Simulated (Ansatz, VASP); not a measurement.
## K4Na4Al10Si30O79 (glassy 77SiO2-13Al2O3-5Na2O-5K2O (mol %)) in two plane-wave programs

Wanted: the spread between two codes on one cell, functional and k mesh. Of the first pair: The structure shown is the start of the Ansatz relaxation below; VASP solves that cell, so the two are compared at the walk's first step.

Main program and level: Ansatz 0.2.0; plane waves, with VASP 6.6.1 beside it; single point at r2SCAN.

## Step 1: Starting point

The cell holds 127 atoms: 30 Si, 10 Al, 4 Na, 4 K and 79 O. Cell: a = 11.918 Å, b = 11.918 Å, c = 11.918 Å, α = 90.0°, β = 90.0°, γ = 90.0°. As first built, before any earlier steps moved the atoms (in the runner's words): 127 atoms (30 Si, 10 Al, 4 Na, 4 K, 79 O) placed at random at 2.41 g/cm^3, melted at 4000 K for 10 ps at fixed volume with the Morse and Coulomb pair potential with partial charges (Pedone, Malavasi, Menziani, Cormack and Segre, J. Phys. Chem. B 110, 11780 (2006)). Quenched from 4000 K to 300 K at 500 K/ps and fixed volume, held 10 ps at zero pressure, then minimised at fixed cell.

## Step 2: Ansatz: relaxation, r2SCAN

Ansatz runs on its default PAW (the set named soft_2) files.

The two programs are compared at the cell with which this relaxation starts, whose forces are those of its first step.

File input.yaml:

```yaml
crystal:
  lattice:
    - [11.91787, 0.0, 0.0]
    - [0.0, 11.91787, 0.0]
    - [0.0, 0.0, 11.91787]
  atoms:
    - { symbol: Si, position: [0.95389, 0.21671, 0.44582] }
    - { symbol: Si, position: [0.60049, 0.13135, 0.06582] }
    - { symbol: Si, position: [0.80918, 0.76413, 0.14315] }
    - { symbol: Si, position: [0.09518, 0.14714, 0.81643] }
    - { symbol: Si, position: [0.69987, 0.36914, 0.82193] }
    - { symbol: Si, position: [0.04425, 0.21796, 0.06183] }
    - { symbol: Si, position: [0.64725, 0.0703, 0.80791] }
    - { symbol: Si, position: [0.32538, 0.67808, 0.41754] }
    - { symbol: Si, position: [0.19041, 0.91748, 0.39986] }
    - { symbol: Si, position: [0.54635, 0.65787, 0.80916] }
    - { symbol: Si, position: [0.18793, 0.9094, 0.75734] }
    - { symbol: Si, position: [0.35405, 0.98982, 0.58732] }
    - { symbol: Si, position: [0.20318, 0.52317, 0.25179] }
    - { symbol: Si, position: [0.34995, 0.18554, 0.00307] }
    - { symbol: Si, position: [0.1645, 0.78137, 0.98648] }
    - { symbol: Si, position: [0.2821, 0.43717, 0.00863] }
    - { symbol: Si, position: [0.59701, 0.95376, 0.47992] }
    - { symbol: Si, position: [0.93403, 0.68018, 0.93772] }
    - { symbol: Si, position: [0.19332, 0.59205, 0.62535] }
    - { symbol: Si, position: [0.87847, 0.10188, 0.6679] }
    - { symbol: Si, position: [0.14209, 0.40259, 0.78244] }
    - { symbol: Si, position: [0.55048, 0.48931, 0.99244] }
    - { symbol: Si, position: [0.52513, 0.93327, 0.23017] }
    - { symbol: Si, position: [0.89064, 0.44725, 0.31936] }
    - { symbol: Si, position: [0.95892, 0.45149, 0.06965] }
    - { symbol: Si, position: [0.66756, 0.54478, 0.22238] }
    - { symbol: Si, position: [0.56376, 0.60634, 0.44611] }
    - { symbol: Si, position: [0.41763, 0.19573, 0.74438] }
    - { symbol: Si, position: [0.93501, 0.96054, 0.45062] }
    - { symbol: Si, position: [0.89974, 0.51654, 0.7572] }
[... 91 atom lines left out ...]
    - { symbol: O, position: [0.41413, 0.48015, 0.99533] }
    - { symbol: O, position: [0.21997, 0.85815, 0.88304] }
    - { symbol: O, position: [0.18213, 0.97706, 0.28326] }
    - { symbol: O, position: [0.09252, 0.21299, 0.18313] }
    - { symbol: O, position: [0.03792, 0.7648, 0.94513] }
    - { symbol: O, position: [0.16245, 0.04009, 0.77583] }
kpoints:
  mp_grid: { grid: [1, 1, 1] }
hamiltonian:
  xc: r2scan
scf:
  occupations: { method: fixed }
output:
  forces: true
relax:
  f_tol: 0.05
  max_steps: 150
  cell: {}
```

On the command line:

```console
> ansatz run input.yaml --threads 4 --pin off --max-ram 8192MiB --backend cpu --events-out ev --progress --plain --runs-dir out
```

Numbers of over 12 decimals in the logs are rounded to 6 here.

Log:

```text
Engine: ansatz 0.2.0, aarch64-unknown-linux-gnu
Pseudopotentials: kind: paw
Pseudopotential: Si, paw, valence charge 4, recommended cutoff 500 eV (meta_gga), Si.paw.azcp
Pseudopotential: Al, paw, valence charge 3, recommended cutoff 500 eV (meta_gga), Al.paw.azcp
Pseudopotential: Na, paw, valence charge 9, recommended cutoff 500 eV (meta_gga), Na.paw.azcp
Pseudopotential: K, paw, valence charge 9, recommended cutoff 500 eV (meta_gga), K.paw.azcp
Pseudopotential: O, paw, valence charge 6, recommended cutoff 500 eV (meta_gga), O.paw.azcp
Functional definition: r2SCAN
  parameter k0 = 0.174
  parameter k1 = 0.065
  parameter a1 = 4.9479
  exchange = r2scan_x(k0 = k0, k1 = k1, a1 = a1)
  correlation = r2scan_c
Crystal: 127 atoms, lattice volume = 1692.762 Å³
Basis set: ecut = 500 eV, 43003 PW (Γ), exchange–correlation on 360×360×360 points (64 copies of the dense FFT grid, shifted against one another)
Bands: 475, of which v1, the nominal top of the filled ones, is band 348 counted from 1 (347 counted from 0)
Symmetry: 1 space group operations
Space group: P1 (ITA 1), of the structure as read, at distance tolerance 1.2e-4 Å
k-points: 1
Non-local potential: Si, projectors of the file, l = 0: 2, l = 1: 2, l = 2: 2
Non-local potential: Al, projectors of the file, l = 0: 2, l = 1: 2, l = 2: 1
Non-local potential: Na, projectors of the file, l = 0: 3, l = 1: 2, l = 2: 1
Non-local potential: K, projectors of the file, l = 0: 3, l = 1: 2, l = 2: 2
Non-local potential: O, projectors of the file, l = 0: 2, l = 1: 2, l = 2: 1
PAW form: soft (Blöchl's): semilocal exchange-correlation on the pseudo side does not see the compensation charge
PAW frozen core: Si, regenerated for the run's functional (the file was generated under x = pbe(κ = 0.804, μ = 0.219515), c = pbe(β = 0.066725))
PAW frozen core: Al, regenerated for the run's functional (the file was generated under x = pbe(κ = 0.804, μ = 0.219515), c = pbe(β = 0.066725))
PAW frozen core: Na, regenerated for the run's functional (the file was generated under x = pbe(κ = 0.804, μ = 0.219515), c = pbe(β = 0.066725))
PAW frozen core: K, regenerated for the run's functional (the file was generated under x = pbe(κ = 0.804, μ = 0.219515), c = pbe(β = 0.066725))
PAW frozen core: O, regenerated for the run's functional (the file was generated under x = pbe(κ = 0.804, μ = 0.219515), c = pbe(β = 0.066725))
PAW one-centre angular grid: Si, 302 points (default); XC on 160 Gauss nodes
PAW one-centre angular grid: Al, 302 points (default); XC on 160 Gauss nodes
PAW one-centre angular grid: Na, 302 points (default); XC on 339 of its mesh's 2595 points in the sphere
PAW one-centre angular grid: K, 302 points (default); XC on 160 Gauss nodes
PAW one-centre angular grid: O, 302 points (default); XC on 160 Gauss nodes
Initial density: superposition of atomic densities (neutral atoms: chi_scale 0, normalization atom), corrected by the library's trained network
Initial wavefunctions: pseudopotential atomic-orbital guess
Functional: x = r2scan, c = r2scan; τ floored in thin density (d = 2e-4 eV/Å³)
SCF iter   1: F=—  HF=-81772.594324 eV  |F-HF|=—  |Δ(HF+E_count)|=         —  Δρ=7.58e-3  dr2=1.04e0  dr2_τ=1.00e1  ethr=1.77e-3  ⟨swp⟩=5.0  Hψ=1655  notcnv=0  defer=125
preconditioner: auto → Resta (q_TF=auto, 2.353 Å⁻¹)  ε∞=2.7  [insulator: Δε(μ)=3.943 eV  Ē_g=18.021 eV  n_scr=364 (ndim 8)  ℏωp=23.5 eV  f_vac=0.136  ε∞_Penn≈2.7]
SCF iter   2: F=—  HF=-81776.061656 eV  |F-HF|=—  |Δ(HF+E_count)|=    3.47e0  Δρ=4.64e-3  dr2=2.54e-1  dr2_τ=2.32e-2  ethr=1.49e-4  ⟨swp⟩=3.0  Hψ=828  notcnv=0  defer=125
SCF iter   3: F=—  HF=-81776.026817 eV  |F-HF|=—  |Δ(HF+E_count)|=   3.48e-2  Δρ=1.05e-3  dr2=1.92e-2  dr2_τ=3.02e-3  ethr=3.64e-5  ⟨swp⟩=2.0  Hψ=607  notcnv=0  defer=106
automatic band count: iteration 3 solves 456 bands in place of 475: the levels show a gap, and the empty bands left out lie too high to hold charge; the band table lists the bands solved (type scf.n_extra_bands for more)
SCF iter   4: F=—  HF=-81776.024838 eV  |F-HF|=—  |Δ(HF+E_count)|=   1.98e-3  Δρ=4.40e-4  dr2=2.42e-3  dr2_τ=4.28e-4  ethr=2.76e-6  ⟨swp⟩=2.0  Hψ=623  notcnv=0  defer=106
SCF iter   5: F=—  HF=-81776.024627 eV  |F-HF|=—  |Δ(HF+E_count)|=   2.11e-4  Δρ=1.30e-4  dr2=2.95e-4  dr2_τ=2.50e-5  ethr=3.48e-7  ⟨swp⟩=2.0  Hψ=720  notcnv=0  defer=106
SCF iter   6: F=—  HF=-81776.024774 eV  |F-HF|=—  |Δ(HF+E_count)|=   1.47e-4  Δρ=5.41e-5  dr2=4.65e-5  dr2_τ=4.93e-6  ethr=4.23e-8  ⟨swp⟩=2.0  Hψ=687  notcnv=0  defer=106
SCF iter   7: F=—  HF=-81776.025186 eV  |F-HF|=—  |Δ(HF+E_count)|=   4.12e-4  Δρ=1.63e-5  dr2=5.18e-6  dr2_τ=5.32e-7  ethr=6.68e-9  ⟨swp⟩=2.0  Hψ=692  notcnv=0  defer=104
[...]
- { symbol: Si, position: [0.134700, 0.402267, 0.791317] }
    - { symbol: Si, position: [0.547772, 0.491229, 0.986091] }
    - { symbol: Si, position: [0.519696, 0.945370, 0.231369] }
    - { symbol: Si, position: [0.871409, 0.437625, 0.324379] }
    - { symbol: Si, position: [0.957330, 0.446876, 0.077307] }
    - { symbol: Si, position: [0.665677, 0.536642, 0.219907] }
    - { symbol: Si, position: [0.558968, 0.610292, 0.437112] }
    - { symbol: Si, position: [0.430870, 0.193315, 0.739434] }
    - { symbol: Si, position: [0.945206, 0.962686, 0.448794] }
    - { symbol: Si, position: [0.908287, 0.510619, 0.766117] }
    - { symbol: Al, position: [0.298101, 0.065637, 0.234030] }
    - { symbol: Al, position: [0.766950, 0.784879, 0.476171] }
    - { symbol: Al, position: [0.063536, 0.723373, 0.197874] }
    - { symbol: Al, position: [0.934727, 0.832731, 0.673463] }
    - { symbol: Al, position: [0.153073, 0.259031, 0.301352] }
    - { symbol: Al, position: [0.303345, 0.714966, 0.827725] }
    - { symbol: Al, position: [0.798810, 0.274482, 0.00937971] }
    - { symbol: Al, position: [0.516739, 0.440766, 0.661858] }
    - { symbol: Al, position: [0.688206, 0.844803, 0.712508] }
    - { symbol: Al, position: [0.949611, 0.604933, 0.528777] }
    - { symbol: Na, position: [0.628490, 0.849449, 0.996666] }
    - { symbol: Na, position: [0.735876, 0.494942, 0.545777] }
    - { symbol: Na, position: [0.382332, 0.919411, 0.994896] }
    - { symbol: Na, position: [0.675073, 0.219583, 0.582043] }
    - { symbol: K, position: [0.771165, 0.063894, 0.261417] }
    - { symbol: K, position: [0.418893, 0.663594, 0.129949] }
    - { symbol: K, position: [0.888335, 0.968532, 0.965571] }
    - { symbol: K, position: [0.287546, 0.306808, 0.509229] }
    - { symbol: O, position: [0.109287, 0.608042, 0.264052] }
    - { symbol: O, position: [0.653999, 0.078368, 0.946062] }
    - { symbol: O, position: [0.251776, 0.784309, 0.414982] }
    - { symbol: O, position: [0.227300, 0.672216, 0.717233] }
    - { symbol: O, position: [0.920848, 0.980552, 0.594227] }
    - { symbol: O, position: [0.477166, 0.551308, 0.748845] }
    - { symbol: O, position: [0.929773, 0.752377, 0.196606] }
    - { symbol: O, position: [0.823483, 0.857496, 0.759939] }
    - { symbol: O, position: [0.894394, 0.540840, 0.409165] }
    - { symbol: O, position: [0.602793, 0.483777, 0.110604] }
    - { symbol: O, position: [0.733801, 0.651096, 0.189960] }
    - { symbol: O, position: [0.315944, 0.078543, 0.076388] }
    - { symbol: O, position: [0.274794, 0.190483, 0.302707] }
    - { symbol: O, position: [0.070481, 0.858227, 0.712179] }
    - { symbol: O, position: [0.591692, 0.904283, 0.346702] }
    - { symbol: O, position: [0.079090, 0.246168, 0.437454] }
    - { symbol: O, position: [0.610251, 0.940758, 0.789511] }
    - { symbol: O, position: [0.293692, 0.295687, 0.036439] }
    - { symbol: O, position: [0.312225, 0.593941, 0.304859] }
    - { symbol: O, position: [0.239678, 0.497320, 0.116837] }
    - { symbol: O, position: [0.175072, 0.460009, 0.670327] }
    - { symbol: O, position: [0.218905, 0.442180, 0.890291] }
    - { symbol: O, position: [0.968384, 0.112005, 0.777880] }
    - { symbol: O, position: [0.883368, 0.737388, 0.563432] }
[...]
- { symbol: O, position: [0.904271, 0.183620, 0.048295] }
    - { symbol: O, position: [0.937247, 0.638291, 0.810240] }
    - { symbol: O, position: [0.414857, 0.475858, 0.992740] }
    - { symbol: O, position: [0.221849, 0.856305, 0.880578] }
    - { symbol: O, position: [0.197830, 0.961787, 0.276359] }
    - { symbol: O, position: [0.073973, 0.199775, 0.191666] }
    - { symbol: O, position: [0.033184, 0.772542, 0.944029] }
    - { symbol: O, position: [0.168615, 0.048627, 0.778656] }
```

In the SCF lines HF is the Harris–Foulkes energy and dr2 the Hartree energy of the density residual, in eV; the loop may stop once dr2 is under the threshold and the program's other checks hold. Hψ counts applications of the Hamiltonian.

## Step 3: VASP: single point, r2SCAN, start cell, pair 1

The same cell, functional and mesh now go to VASP, with its own data sets.

Lines of VASP's logs that name or quote its potential files are left out, and so is its time.

File INCAR:

```
SYSTEM = K4Na4Al10Si30O79
PREC = Accurate
ENCUT = 580
EDIFF = 1E-06
NELM = 120
ISMEAR = 0
SIGMA = 0.01
LREAL = Auto
ALGO = Normal
METAGGA = R2SCAN
LASPH = .TRUE.
NBANDS = 432
LORBIT = 11
LWAVE = .FALSE.
LCHARG = .FALSE.
ISIF = 2
GGA_COMPAT = .FALSE.
EFERMI = MIDGAP
LMIXTAU = .TRUE.
NCORE = 4
```

File POSCAR:

```
K4Na4Al10Si30O79
1.0
   11.9178700000      0.0000000000      0.0000000000
    0.0000000000     11.9178700000      0.0000000000
    0.0000000000      0.0000000000     11.9178700000
Si Al Na K O
30 10 4 4 79
Direct
    0.9538868942      0.2167081869      0.4458179188
    0.6004932089      0.1313489743      0.0658171301
    0.8091798283      0.7641298319      0.1431463844
    0.0951764032      0.1471403867      0.8164294459
    0.6998733834      0.3691431439      0.8219337851
    0.0442528740      0.2179584104      0.0618315186
    0.6472465298      0.0702977965      0.8079128233
    0.3253769340      0.6780825768      0.4175410539
    0.1904115417      0.9174793818      0.3998617203
    0.5463476276      0.6578692333      0.8091630468
    0.1879278764      0.9093990789      0.7573417062
    0.3540481646      0.9898161333      0.5873197140
    0.2031822801      0.5231723454      0.2517899591
    0.3499534732      0.1855365095      0.0030710186
    0.1645008714      0.7813728460      0.9864766103
    0.2820973882      0.4371670441      0.0086340932
    0.5970110431      0.9537610328      0.4799179719
    0.9340259627      0.6801802671      0.9377178976
    0.1933231358      0.5920521033      0.6253466433
    0.8784707334      0.1018806213      0.6678961929
    0.1420891485      0.4025887176      0.7824384726
    0.5504758820      0.4893072336      0.9924424415
    0.5251273927      0.9332707942      0.2301669678
    0.8906373370      0.4472527390      0.3193607583
    0.9589213509      0.4514900733      0.0696517079
    0.6675605624      0.5447785552      0.2223803415
    0.5637584568      0.6063415694      0.4461115954
    0.4176333523      0.1957312842      0.7443779803
    0.9350076817      0.9605407678      0.4506174342
    0.8997413128      0.5165436441      0.7571990633
[... 91 atom lines left out ...]
    0.4141260141      0.4801529132      0.9953288633
    0.2199721930      0.8581483101      0.8830436982
    0.1821298605      0.9770621764      0.2832637040
    0.0925165319      0.2129910798      0.1831283610
    0.0379178494      0.7648010928      0.9451269396
    0.1624535257      0.0400910565      0.7758265529
```

File KPOINTS:

```
Automatic mesh
0
Gamma
1 1 1
0 0 0
```

The projector-augmented-wave data sets are Si, Al, Na_pv, K_sv and O (PBE family, release 64).

On the command line:

```console
> mpirun -np 16 vasp_gam
```

Log:

```text
[banner, memory and clock lines left out]
running   16 mpi-ranks, on    1 nodes
[...]
|                                                                             |
|               ----> ADVICE to this user running VASP <----                  |
|                                                                             |
|     You enforced a specific xc type in the INCAR file but a different       |
|     [... a line on the potential file left out ...]
|     I HOPE YOU KNOW WHAT YOU ARE DOING!                                     |
|                                                                             |

 LDA part: xc-table for (None), standard interpolation
 POSCAR, INCAR and KPOINTS ok, starting setup
[...]
entering main loop
       N       E                     dE             d eps       ncg     rms          rms(c)
DAV:   1     0.738816318519E+04    0.73882E+04   -0.43000E+05   864   0.180E+03
DAV:   2    -0.628760735256E+03   -0.80169E+04   -0.76393E+04  1048   0.447E+02
DAV:   3    -0.150363054551E+04   -0.87487E+03   -0.86254E+03  1016   0.167E+02
DAV:   4    -0.154292554505E+04   -0.39295E+02   -0.39048E+02  1080   0.384E+01
[...]
DAV:  25    -0.120567799708E+04   -0.25870E-05   -0.25261E-06   624   0.434E-03    0.986E-04
DAV:  26    -0.120567799814E+04   -0.10641E-05   -0.93565E-07   624   0.269E-03    0.806E-04
DAV:  27    -0.120567799866E+04   -0.52051E-06   -0.37809E-07   616   0.168E-03
   1 F= -.12056780E+04 E0= -.12056780E+04  d E =0.000000E+00
```

From OUTCAR (step 3):

```text
  Total       33.8600073     17.8881207      1.9473866     -1.5567824      4.9284811      4.6357685
  in kB       32.0480565     16.9308736      1.8431761     -1.4734743      4.6647433      4.3876946
  external PRESSURE =      16.9407021 kB  Pullay stress =       0.0000000 kB

 POSITION                                       TOTAL-FORCE (eV/Angst)
 -----------------------------------------------------------------------------------
     11.36830      2.58270      5.31320         0.300881     -1.179086      0.728933
      7.15660      1.56540      0.78440        -1.274356     -0.597509     -1.421898
      9.64370      9.10680      1.70600         1.124099     -1.299157     -0.797294
      1.13430      1.75360      9.73010        -1.230230      0.352522      0.616647
[...]
2.15310      4.85680      3.70120        -0.082221     -0.594152      0.850119
      0.68710     10.78080      5.22470         0.418732     -0.733869      0.078594
     11.45000      5.37320      2.44030         0.918125      0.371707      1.218225
      9.08650      3.14970     10.41370         0.074720     -1.246380     -0.259531
      0.15430      5.34040      9.38900         0.530926     -0.470019      0.393352
      8.05340     10.36330      6.70280        -0.157702     -0.700598     -0.082791
      5.44610      8.23980      5.31160         0.126171      0.561206     -0.150772
      9.90410      8.68030      0.06400        -1.306779      0.647307     -0.078973
      0.85930      7.43380      6.95280        -0.221316      0.521166     -0.153905
[...]
-----------------------------------------------------------------------------------
    total drift:                                0.040597      0.015641     -0.012011

  FREE ENERGIE OF THE ION-ELECTRON SYSTEM (eV)
  ---------------------------------------------------
  free  energy   TOTEN  =     -1205.6779986606 eV

  energy  without entropy=    -1205.6779986606  energy(sigma->0) =    -1205.67799866

[... 3 further parts left out ...]
[key lines of the parts left out:]
E-fermi :   3.9376
```

The run ends at a pressure of 1.69 GPa, with forces up to 2.9 eV/Å.

## Step 4: Differences

Known differences besides the potentials themselves: VASP keeps PBE cores, Ansatz makes them for the functional; fixed occupations in Ansatz, narrow Gaussian smearing in VASP; the data sets hold 696 valence electrons in Ansatz (on its default PAW (the set named soft_2) files) and 688 in VASP; the cutoff is 500 eV in Ansatz and 580 eV in VASP (PREC = Accurate, projectors in real space). Total energies have different zeros and are not compared.

Forces on 10 of the 127 atoms, those with the largest forces and the largest differences (eV/Å; atoms numbered as in POSCAR):

| atom | Ansatz x, y, z | VASP x, y, z |
| --- | --- | --- |
| Si6 | -1.820, 2.229, -0.529 | -1.762, 2.182, -0.547 |
| Si10 | -1.255, -1.997, -0.253 | -1.208, -1.966, -0.255 |
| Si15 | -0.743, -1.537, -1.398 | -0.754, -1.481, -1.384 |
| Si18 | 0.731, -1.950, 1.739 | 0.741, -1.923, 1.712 |
| Si25 | -1.615, -1.628, -0.493 | -1.560, -1.555, -0.478 |
| Si26 | 1.730, 1.427, 0.169 | 1.698, 1.399, 0.141 |
| Si29 | 0.278, 1.370, 1.539 | 0.296, 1.362, 1.522 |
| O60 | -0.726, -0.679, -0.298 | -0.748, -0.742, -0.225 |
| O64 | 1.193, 0.369, 0.054 | 1.275, 0.388, 0.010 |
| O105 | 0.572, 1.379, -0.015 | 0.624, 1.475, -0.018 |

The forces differ by 26 meV/Å r.m.s., which is 3.7 % of the r.m.s. force of 0.712 eV/Å (both taken over all components).

## Step 5: Ansatz: relaxation, r2SCAN

This run makes the geometry at which the two programs are then compared. The cell compared in this pair holds 1674.23 Å³, against 1692.76 Å³ for the pair before.

The structure compared here is the end of the Ansatz relaxation.

input.yaml is that of step 2.

On the command line:

```console
> ansatz run input.yaml --threads 4 --pin off --max-ram 8192MiB --backend cpu --events-out ev --progress --plain --runs-dir out
```

Log:

```text
[...]
Crystal: 127 atoms, lattice volume = 1692.762 Å³
Basis set: ecut = 500 eV, 43003 PW (Γ), exchange–correlation on 360×360×360 points (64 copies of the dense FFT grid, shifted against one another)
Bands: 475, of which v1, the nominal top of the filled ones, is band 348 counted from 1 (347 counted from 0)
Symmetry: 1 space group operations
[...]
k-points: 1
[...]
- { symbol: O, position: [0.653999, 0.078368, 0.946062] }
    - { symbol: O, position: [0.251776, 0.784309, 0.414982] }
    - { symbol: O, position: [0.227300, 0.672216, 0.717233] }
    - { symbol: O, position: [0.920848, 0.980552, 0.594227] }
    - { symbol: O, position: [0.477166, 0.551308, 0.748845] }
    - { symbol: O, position: [0.929773, 0.752377, 0.196606] }
    - { symbol: O, position: [0.823483, 0.857496, 0.759939] }
[...]
- { symbol: O, position: [0.197830, 0.961787, 0.276359] }
    - { symbol: O, position: [0.073973, 0.199775, 0.191666] }
    - { symbol: O, position: [0.033184, 0.772542, 0.944029] }
    - { symbol: O, position: [0.168615, 0.048627, 0.778656] }
```

(Continued in part 2 of 2.)

[Lines on the potential files, build, host, timing and source positions are cut from VASP's logs without a mark.]

[Logs are printed without paths, hosts, clocks, repeated set-up lines and the standing remarks that a program may print on its own settings, such as how far it seeks lower states.]

[Hosts, paths, dates, database ids (printed as entryN), source tags and the programs' standing remarks are cut or masked in the printed files.]
